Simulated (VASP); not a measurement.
An input for Ansatz (written as the equivalent of a VASP run, and not itself run):

Ansatz 0.2 input:
```yaml
crystal:
  lattice:
    - [-2.8766892, 2.8766892, 2.8766892]
    - [2.8766892, -2.8766892, 2.8766892]
    - [2.8766892, 2.8766892, -2.8766892]
  atoms:
    - { symbol: Rb, position: [0.0000000, 0.0000000, 0.0000000] }
kpoints:
  mp_grid: { grid: [8, 8, 8] }
hamiltonian:
  xc: r2scan
  pseudopotentials: { kind: paw }
scf:
  occupations: { method: methfessel_paxton, width: 0.1 }
  max_iter: 100
relax:
  max_steps: 60
  f_tol: 0.01
  cell: {}
output: { forces: true, stress: true, eigenvalues: true }
```

Write the VASP files for the same calculation (r2SCAN).

Several could match; the one computed here: 
**INCAR**
```
! general
SYSTEM =Rb
PREC   =Accurate
ENCUT  =520   ! plane-wave cut-off (eV)
LREAL  =.False.   ! projection in real space or not
LASPH  =.True.   ! aspherical one-centre terms

! electronic loop
EDIFF  =1E-6
NELM   =100   ! most electronic steps
ALGO   =Normal   ! blocked Davidson
LMAXMIX=4
LMIXTAU=.True.

! smearing
ISMEAR =1   ! Methfessel-Paxton
SIGMA  =0.1   ! width (eV)

! functional
METAGGA=R2SCAN

! ions
IBRION =2
NSW    =60   ! most ionic steps
ISIF   =3   ! ions, shape and volume
EDIFFG =-0.01

! output
LWAVE  =.False.
LCHARG =.False.
```

### KPOINTS
```
Automatic mesh
0
Gamma
8 8 8
0 0 0
```

**POSCAR**
```
Rb
1
   -2.8766891687     2.8766891687     2.8766891687
    2.8766891687    -2.8766891687     2.8766891687
    2.8766891687     2.8766891687    -2.8766891687
Rb
1
Direct
  0.0000000000   0.0000000000   0.0000000000
```

POTCAR, in this order: Rb_sv (PBE.64 set). Program: vasp_std.

What does not carry over: each code has its own PAW files, so the cut-off isn't converted (ENCUT is set for VASP's; basis.ecutwfc is left out, and Ansatz then takes the one that its files recommend); Ansatz stops its SCF on the density residual and VASP on the energy change (EDIFF).

The compound is Rb in the bcc structure. It was relaxed first, which changed the volume by +6 %. The start is the result of an earlier pass.
